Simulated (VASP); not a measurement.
An input for Ansatz (written as the equivalent of a VASP run, and not itself run):

Ansatz 0.2 input:
```yaml
crystal:
  lattice:
    - [0.0000000, 3.0402506, 3.0402506]
    - [3.0402506, 0.0000000, 3.0402506]
    - [3.0402506, 3.0402506, 0.0000000]
  atoms:
    - { symbol: Cd, position: [0.0000000, 0.0000000, 0.0000000] }
    - { symbol: Se, position: [0.2500000, 0.2500000, 0.2500000] }
kpoints:
  mp_grid: { grid: [8, 8, 8] }
hamiltonian:
  xc: pbesol
  pseudopotentials: { kind: paw }
scf:
  occupations: { method: gaussian, width: 0.05 }
  max_iter: 100
relax:
  max_steps: 40
  f_tol: 0.02
  cell: {}
output: { forces: true, stress: true, eigenvalues: true }
```

Translate this input to VASP (INCAR, KPOINTS, POSCAR, choice of POTCAR).

Several could match; the one computed here: 
**POSCAR**
```
CdSe
1.0
  0.0000000000   3.0402506389   3.0402506389
  3.0402506389   0.0000000000   3.0402506389
  3.0402506389   3.0402506389   0.0000000000
Cd Se
1 1
Cart
  0.0000000000   0.0000000000   0.0000000000
  1.5201253194   1.5201253194   1.5201253194
```

INCAR:
```
# general
SYSTEM =CdSe
PREC   =Accurate
ENCUT  =500
LREAL  =.False.
LASPH  =.True.   # aspherical one-centre terms

# electronic loop
EDIFF  =1E-6
NELM   =100
ALGO   =Normal   # blocked Davidson
LMAXMIX=4

# smearing
ISMEAR =0   # Gaussian
SIGMA  =0.05

# functional
GGA    =PS   # PBEsol

# ions
IBRION =2   # conjugate gradients
NSW    =40   # most ionic steps
ISIF   =3   # ions, shape and volume
EDIFFG =-0.02

# output
LWAVE  =.False.
LCHARG =.False.
```

KPOINTS:
```
Automatic mesh
0
Gamma
8 8 8
0 0 0
```

POTCAR, in this order: Cd Se (PBE.64 set). Program: vasp_std.

What does not carry over: each code has its own PAW files, so the cut-off isn't converted (ENCUT is set for VASP's; basis.ecutwfc is left out, and Ansatz then takes the one that its files recommend); Ansatz stops its SCF on the density residual and VASP on the energy change (EDIFF).

The structure was generated: CdSe was put into the zinc blende type (F-43m), which need not be its known phase. This run relaxes it. Symmetry was kept, so distortions that lower it aren't found.
